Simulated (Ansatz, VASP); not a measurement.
# Si2Ni: VASP beside Ansatz, part 2 of 2

Wanted: the spread between two codes on one cell, functional and k mesh. The cell is taken from a series of runs on this material, whose earlier steps may have relaxed, scaled, displaced or heated it; both programs get it as it stands.

VASP 6.6.1 and Ansatz 0.2.0.

So far: The starting structure; Ansatz: zone-centre phonons, PBEsol.

### 3. VASP: zone-centre phonons, PBEsol

Level of this step: PBEsol, no spin polarisation; plane waves and PAW (Si, Ni) (VASP).

The same cell, functional, mesh and smearing now go to VASP, with its own data sets.

Lines of VASP's logs that name or quote its potential files are left out, and so is its time.

Contents of INCAR:

```
SYSTEM = Si2Ni
PREC = Accurate
ENCUT = 600
EDIFF = 1E-08
NELM = 120
ISMEAR = 1
SIGMA = 0.2
LREAL = .FALSE.
ALGO = Normal
GGA = PS
NBANDS = 15
LASPH = .TRUE.
LORBIT = 11
LWAVE = .FALSE.
LCHARG = .FALSE.
ISIF = 2
IBRION = 8
GGA_COMPAT = .FALSE.
KPAR = 2
```

Contents of POSCAR:

```
Si2Ni
1.0
    0.0000000000      2.6017946608      2.6017946608
    2.6017946608      0.0000000000      2.6017946608
    2.6017946608      2.6017946608      0.0000000000
Si Ni
2 1
Direct
    0.2500000000      0.2500000000      0.2500000000
    0.7500000000      0.7500000000      0.7500000000
    0.0000000000      0.0000000000      0.0000000000
```

Contents of KPOINTS:

```
Automatic mesh
0
Gamma
16 16 16
0 0 0
```

Potentials, in the order of the species: Si and Ni (PBE family, release 64).

The run is started by

```console
> mpirun -np 2 vasp_std
```

Numbers of over 12 decimals in the logs are rounded to 6 here.

Output:

```text
[banner, memory and clock lines left out]
running    2 mpi-ranks, on    1 nodes
 distrk:  each k-point on    1 cores,    2 groups
 distr:  one band on    1 cores,    1 groups

 POSCAR found type information on POSCAR SiNi
 POSCAR found :  2 types and       3 ions
|                                                                             |
|               ----> ADVICE to this user running VASP <----                  |
|                                                                             |
|     You enforced a specific xc type in the INCAR file but a different       |
|     [... a line on the potential file left out ...]
|     I HOPE YOU KNOW WHAT YOU ARE DOING!                                     |
|                                                                             |

 LDA part: xc-table for (Slater+PW92), standard interpolation
 POSCAR, INCAR and KPOINTS ok, starting setup
 FFT: planning ... GRIDC
 FFT: planning ... GRID_SOFT
 FFT: planning ... GRID
 WAVECAR not read
 entering main loop
       N       E                     dE             d eps       ncg     rms          rms(c)
DAV:   1     0.739547406839E+02    0.73955E+02   -0.88116E+03  4358   0.141E+03
DAV:   2    -0.168871194232E+02   -0.90842E+02   -0.83750E+02  4609   0.250E+02
DAV:   3    -0.210874538758E+02   -0.42003E+01   -0.41227E+01  5757   0.577E+01
DAV:   4    -0.211570196209E+02   -0.69566E-01   -0.69490E-01  5088   0.689E+00
DAV:   5    -0.211587253059E+02   -0.17057E-02   -0.17054E-02  5757   0.115E+00    0.185E+01
DAV:   6    -0.249679550574E+02   -0.38092E+01   -0.45085E+01  4954   0.165E+02    0.234E+01
DAV:   7    -0.188253284572E+02    0.61426E+01   -0.13564E+01  5522   0.104E+02    0.384E+00
DAV:   8    -0.188083095343E+02    0.17019E-01   -0.16859E+00  6474   0.193E+01    0.293E+00
DAV:   9    -0.187422445075E+02    0.66065E-01   -0.25479E-01  5451   0.107E+01    0.586E-01
DAV:  10    -0.187411984650E+02    0.10460E-02   -0.88866E-03  6224   0.171E+00    0.264E-01
DAV:  11    -0.187411188564E+02    0.79609E-04   -0.62359E-04  6856   0.266E-01    0.500E-02
DAV:  12    -0.187411325426E+02   -0.13686E-04   -0.34685E-05  5606   0.108E-01    0.173E-02
DAV:  13    -0.187411292439E+02    0.32987E-05   -0.80989E-06  5812   0.753E-02    0.424E-03
DAV:  14    -0.187411292412E+02    0.26778E-08   -0.86435E-07  6035   0.887E-03    0.274E-03
DAV:  15    -0.187411292417E+02   -0.48954E-09   -0.14586E-07  5991   0.932E-03    0.533E-04
DAV:  16    -0.187411292724E+02   -0.30723E-07   -0.16844E-08  3194   0.153E-03    0.127E-04
DAV:  17    -0.187411292774E+02   -0.49633E-08   -0.41883E-09  2693   0.644E-04
   1 F= -.18741129E+02 E0= -.18741077E+02  d E =-.157929E-03
 Linear response reoptimize wavefunctions to high precision
DAV:   1    -0.187411292779E+02   -0.52137E-09   -0.94979E-10  3041   0.538E-04
DAV:   2    -0.187411292779E+02   -0.22737E-10   -0.25668E-10  2525   0.135E-04
 Linear response DOF=           2
 Linear response progress:
  Degree of freedom:   1/  2
       N       E                     dE             d eps       ncg     rms          rms(c)
RMM:   1    -0.206613967678E-01   -0.20661E-01    0.32888E-02 45890   0.131E+00
RMM:   2    -0.180293274085E-01    0.26321E-02   -0.89883E-04 28047   0.572E-01    0.108E-01
RMM:   3    -0.182508571831E-01   -0.22153E-03   -0.46531E-04 31602   0.162E-01    0.581E-02
RMM:   4    -0.184391216335E-01   -0.18826E-03   -0.85941E-05 29752   0.644E-02    0.871E-03
RMM:   5    -0.184269599226E-01    0.12162E-04   -0.32165E-06 32448   0.176E-02    0.516E-03
RMM:   6    -0.184168294029E-01    0.10131E-04   -0.91508E-07 32962   0.575E-03    0.819E-04
RMM:   7    -0.184230530841E-01   -0.62237E-05   -0.56938E-07 32575   0.226E-03    0.547E-04
RMM:   8    -0.184212378536E-01    0.18152E-05    0.78250E-08 31927   0.879E-04    0.228E-04
RMM:   9    -0.184206960654E-01    0.54179E-06    0.44017E-09 33308   0.400E-04    0.669E-05
RMM:  10    -0.184208023026E-01   -0.10624E-06   -0.21226E-08 33847   0.105E-04    0.197E-05
RMM:  11    -0.184207696601E-01    0.32642E-07   -0.20294E-10 34129   0.333E-05    0.637E-06
RMM:  12    -0.184207726143E-01   -0.29541E-08   -0.34975E-10 34121   0.113E-05    0.258E-06
 first order change of Fermi-energy  -0.70927E-05
 force on displaced ion       1 direction 1 : -12.267   0.000   0.000
 Linear response progress:
  Degree of freedom:   2/  2
       N       E                     dE             d eps       ncg     rms          rms(c)
RMM:   1    -0.192420986660E+00   -0.19242E+00   -0.10284E-01 16190   0.258E+00
RMM:   2    -0.188702484510E+00    0.37185E-02   -0.25084E-03 14857   0.649E-01    0.228E-01
RMM:   3    -0.188417842316E+00    0.28464E-03   -0.36547E-04 16619   0.151E-01    0.135E-01
RMM:   4    -0.189100964487E+00   -0.68312E-03   -0.45457E-04 17832   0.152E-01    0.826E-03
RMM:   5    -0.189048908906E+00    0.52056E-04   -0.78558E-06 18242   0.283E-02    0.499E-03
RMM:   6    -0.189040301253E+00    0.86077E-05   -0.66489E-07 16663   0.888E-03    0.357E-03
RMM:   7    -0.189026996703E+00    0.13305E-04   -0.28543E-07 17452   0.583E-03    0.642E-04
RMM:   8    -0.189020705800E+00    0.62909E-05   -0.30692E-08 18919   0.131E-03    0.260E-04
RMM:   9    -0.189017939355E+00    0.27664E-05   -0.23586E-09 18306   0.387E-04    0.387E-05
RMM:  10    -0.189017721076E+00    0.21828E-06   -0.18569E-10 19249   0.107E-04    0.207E-05
RMM:  11    -0.189017706805E+00    0.14271E-07    0.15371E-10 19166   0.443E-05    0.733E-06
RMM:  12    -0.189017636789E+00    0.70017E-07    0.48405E-10 19255   0.144E-05    0.160E-06
RMM:  13    -0.189017639563E+00   -0.27742E-08   -0.55202E-12 19469   0.560E-06    0.569E-07
 first order change of Fermi-energy  -0.47818E-03
 force on displaced ion       3 direction 1 : -15.325   0.000   0.000
 Linear response finished
```

From OUTCAR (step 3):

```text
ion  position               nearest neighbor table
   1  0.250  0.250  0.250-   3 2.25   3 2.25   3 2.25   3 2.25   2 2.60   2 2.60   2 2.60   2 2.60
                             2 2.60   2 2.60
   2  0.750  0.750  0.750-   3 2.25   3 2.25   3 2.25   3 2.25   1 2.60   1 2.60   1 2.60   1 2.60
                             1 2.60   1 2.60
   3  0.000  0.000  0.000-   2 2.25   2 2.25   2 2.25   1 2.25   2 2.25   1 2.25   1 2.25   1 2.25

  LATTYP: Found a face centered cubic cell.
 ALAT       =     5.2035893216

 Subroutine GETGRP returns: Found 48 space group operations
 (whereof 48 operations were pure point group operations)

The static configuration has the point symmetry O_h .

 Found    145 irreducible k-points:

   k-points           NKPTS =    145   k-points in BZ     NKDIM =    145   number of bands    NBANDS=     15

   dimension x,y,z NGX =    30 NGY =   30 NGZ =   30
   dimension x,y,z NGXF=    60 NGYF=   60 NGZF=   60

   ENCUT  =  600.0 eV  44.10 Ry    6.64 a.u.   7.35  7.35  7.35*2*pi/ulx,y,z

   NELECT =      18.0000    total number of electrons

 k-points in reciprocal lattice and weights: Automatic mesh
   0.00000000  0.00000000  0.00000000       0.000
   0.06250000  0.00000000  0.00000000       0.002
   0.12500000  0.00000000  0.00000000       0.002
   0.18750000  0.00000000  0.00000000       0.002
   0.25000000  0.00000000  0.00000000       0.002
   0.31250000  0.00000000  0.00000000       0.002
   0.37500000  0.00000000  0.00000000       0.002
   0.43750000  0.00000000  0.00000000       0.002
   0.50000000  0.00000000  0.00000000       0.001
[...]
-0.31250000  0.50000000  0.18750000       0.003
  -0.25000000  0.50000000  0.25000000       0.001

 average (electrostatic) potential at core
       1 -77.9367       2 -77.9367       3 -80.8874

  Total        4.7312937      4.7312937      4.7312937      0.0000000      0.0000000      0.0000000
  in kB      215.1995897    215.1995897    215.1995897      0.0000000      0.0000000      0.0000000
  external PRESSURE =     215.1995897 kB  Pullay stress =       0.0000000 kB

  energy-cutoff  :      600.00
  volume of cell :       35.22
      direct lattice vectors                 reciprocal lattice vectors
     0.000000000  2.601794661  2.601794661    -0.192175043  0.192175043  0.192175043
     2.601794661  0.000000000  2.601794661     0.192175043 -0.192175043  0.192175043
     2.601794661  2.601794661  0.000000000     0.192175043  0.192175043 -0.192175043

 POSITION                                       TOTAL-FORCE (eV/Angst)
 -----------------------------------------------------------------------------------
      1.30090      1.30090      1.30090         0.000000      0.000000      0.000000
      3.90269      3.90269      3.90269        -0.000000     -0.000000     -0.000000
      0.00000      0.00000      0.00000         0.000000     -0.000000      0.000000
 -----------------------------------------------------------------------------------
    total drift:                                0.000000     -0.000000     -0.000000

 Eigenvectors and eigenvalues of the dynamical matrix
 ----------------------------------------------------

   1 f  =   12.114962 THz    76.120549 2PiTHz  404.111625 cm-1    50.103433 meV
             X         Y         Z           dx          dy          dz
      1.300897  1.300897  1.300897    -0.078268   -0.452644    0.537576
      3.902692  3.902692  3.902692     0.078268    0.452644   -0.537576
      0.000000  0.000000  0.000000    -0.000000   -0.000000    0.000000

   2 f  =   12.114962 THz    76.120549 2PiTHz  404.111625 cm-1    50.103433 meV
             X         Y         Z           dx          dy          dz
      1.300897  1.300897  1.300897     0.656035   -0.241000   -0.107409
      3.902692  3.902692  3.902692    -0.656035    0.241000    0.107409
      0.000000  0.000000  0.000000     0.000000    0.000000    0.000000

   3 f  =   12.114962 THz    76.120549 2PiTHz  404.111625 cm-1    50.103433 meV
             X         Y         Z           dx          dy          dz
      1.300897  1.300897  1.300897     0.251976    0.486860    0.446627
      3.902692  3.902692  3.902692    -0.251976   -0.486860   -0.446627
      0.000000  0.000000  0.000000    -0.000000   -0.000000    0.000000

   4 f  =   11.425859 THz    71.790787 2PiTHz  381.125619 cm-1    47.253533 meV
             X         Y         Z           dx          dy          dz
      1.300897  1.300897  1.300897     0.505551    0.000000   -0.000000
      3.902692  3.902692  3.902692     0.505551    0.000000    0.000000
      0.000000  0.000000  0.000000    -0.699169    0.000000    0.000000

   5 f  =   11.425859 THz    71.790787 2PiTHz  381.125619 cm-1    47.253533 meV
             X         Y         Z           dx          dy          dz
      1.300897  1.300897  1.300897    -0.000000    0.505551    0.000000
      3.902692  3.902692  3.902692    -0.000000    0.505551    0.000000
      0.000000  0.000000  0.000000    -0.000000   -0.699169    0.000000

   6 f  =   11.425859 THz    71.790787 2PiTHz  381.125619 cm-1    47.253533 meV
             X         Y         Z           dx          dy          dz
      1.300897  1.300897  1.300897     0.000000    0.000000   -0.505551
      3.902692  3.902692  3.902692    -0.000000    0.000000   -0.505551
      0.000000  0.000000  0.000000    -0.000000    0.000000    0.699169

   7 f/i=    0.002208 THz     0.013873 2PiTHz    0.073648 cm-1     0.009131 meV
             X         Y         Z           dx          dy          dz
      1.300897  1.300897  1.300897     0.302506   -0.384409    0.071680
      3.902692  3.902692  3.902692     0.302506   -0.384409    0.071680
      0.000000  0.000000  0.000000     0.437469   -0.555913    0.103659

   8 f/i=    0.002208 THz     0.013873 2PiTHz    0.073648 cm-1     0.009131 meV
             X         Y         Z           dx          dy          dz
      1.300897  1.300897  1.300897    -0.384373   -0.275657    0.143836
      3.902692  3.902692  3.902692    -0.384373   -0.275657    0.143836
      0.000000  0.000000  0.000000    -0.555861   -0.398641    0.208008

   9 f/i=    0.002208 THz     0.013873 2PiTHz    0.073648 cm-1     0.009131 meV
             X         Y         Z           dx          dy          dz
      1.300897  1.300897  1.300897    -0.071873   -0.143739   -0.467538
      3.902692  3.902692  3.902692    -0.071873   -0.143739   -0.467538
      0.000000  0.000000  0.000000    -0.103938   -0.207869   -0.676129

 ELASTIC MODULI CONTR FROM IONIC RELAXATION (kBar)
 Direction    XX          YY          ZZ          XY          YZ          ZX
 --------------------------------------------------------------------------------
 XX          -0.0000     -0.0000     -0.0000     -0.0000     -0.0000     -0.0000
 YY          -0.0000     -0.0000     -0.0000     -0.0000     -0.0000     -0.0000
 ZZ          -0.0000     -0.0000     -0.0000     -0.0000     -0.0000     -0.0000
 XY          -0.0000     -0.0000     -0.0000   -665.3766     -0.0000     -0.0000
 YZ          -0.0000     -0.0000     -0.0000     -0.0000   -665.3766      0.0000
 ZX          -0.0000     -0.0000     -0.0000     -0.0000      0.0000   -665.3766
 --------------------------------------------------------------------------------
```

This run has no spin polarisation, so a moment on Ni, if there is one, isn't seen.

### 4. Side by side

Known differences besides the potentials themselves: the data sets hold 26 valence electrons in Ansatz (on its PAW soft_1 files) and 18 in VASP; the cutoff is 420 eV in Ansatz and 600 eV in VASP; Ansatz makes its cores anew for this functional, VASP keeps those of its PBE data sets. Total energies have different zeros and are not compared.

Both answers:

```
                  quantity  Ansatz   VASP  difference
optical mode 1 to 3 (cm⁻¹)   380.2  381.1     -0.25 %
optical mode 4 to 6 (cm⁻¹)   404.2  404.1     +0.03 %
```

Modes are paired by rising frequency, not by their patterns, so a pair may set unlike modes beside each other; they are those without the splitting of longitudinal modes.

### 5. Outcome

- r.m.s. difference of the optical zone-centre modes, each program's sorted by frequency (zone-centre phonons, PBEsol): 0.67 cm⁻¹

**Reading.** The r.m.s. difference of the optical zone-centre modes, each program's sorted by frequency is 0.67 cm⁻¹ (zone-centre phonons, PBEsol). The data sets hold unlike numbers of valence electrons (26 in Ansatz and 18 in VASP), so part of the differences comes from the potentials. How closely two codes agree says nothing of how well the functional describes the real material.

[Lines on the potential files, build, host, timing and source positions are cut from VASP's logs without a mark.]

[Logs are printed without paths, hosts, clocks, repeated set-up lines and the standing remarks that a program may print on its own settings, such as how far it seeks lower states.]

[Hosts, paths, dates, database ids (printed as entryN), source tags and the programs' standing remarks are cut or masked in the printed files.]
